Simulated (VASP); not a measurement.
An input for Quantum ESPRESSO's pw.x (written as the equivalent of a VASP run, and not itself run):

```
&CONTROL
  calculation = 'scf'
  pseudo_dir = './pseudo'
  outdir = './out'
  tprnfor = .true.
  tstress = .true.
/
&SYSTEM
  ibrav = 0
  nat = 2
  ntyp = 2
  ecutwfc = 86
  occupations = 'tetrahedra'
  input_dft = 'pw91'
/
&ELECTRONS
  conv_thr = 7.3e-09
  electron_maxstep = 100
/
ATOMIC_SPECIES
  Pb 207.200 Pb.upf
  Se 78.971 Se.upf
CELL_PARAMETERS angstrom
     0.0000000    3.1065315    3.1065315
     3.1065315    0.0000000    3.1065315
     3.1065315    3.1065315    0.0000000
ATOMIC_POSITIONS crystal
  Pb   0.0000000  0.0000000  0.0000000
  Se   0.5000000  0.5000000  0.5000000
K_POINTS automatic
  8 8 8 0 0 0
```

Write the VASP files for the same calculation (PW91).

This is not unique; one that fits is 
**POSCAR**
```
PbSe
1
    0.0000000000     3.1065314565     3.1065314565
    3.1065314565     0.0000000000     3.1065314565
    3.1065314565     3.1065314565     0.0000000000
Pb Se
1 1
Direct
  0.0000000000   0.0000000000   0.0000000000
  0.5000000000   0.5000000000   0.5000000000
```

INCAR:
```
# general
SYSTEM  = PbSe
PREC    = Accurate
ENCUT   = 520   # plane-wave cut-off (eV)
LREAL   = F   # projection in real space or not
LASPH   = T   # aspherical one-centre terms

# electronic loop
EDIFF   = 1E-7   # SCF stop (eV)
NELM    = 100   # most electronic steps
ALGO    = Normal   # blocked Davidson
LMAXMIX = 4   # l cut-off of mixed one-centre charges

# smearing
ISMEAR  = -5   # tetrahedra, Bloechl

# functional
GGA     = 91   # PW91

# ions
ISIF    = 2   # forces and stress, cell fixed

# output
LWAVE   = F
LCHARG  = T
LORBIT  = 11
NEDOS   = 601
```

KPOINTS:
```
K-points
0
Gamma
 8 8 8
```

POTCAR, in this order: Pb_d Se (PBE.64 set). Program: vasp_std.

What does not carry over: the potentials are each code's own (VASP's PAW set, PseudoDojo norm-conserving files in pw.x), so ENCUT and ecutwfc are chosen apart and not converted; conv_thr bounds pw.x's estimated SCF error, while EDIFF bounds the energy change between steps.

The compound is PbSe in the rock salt structure. It was relaxed first.
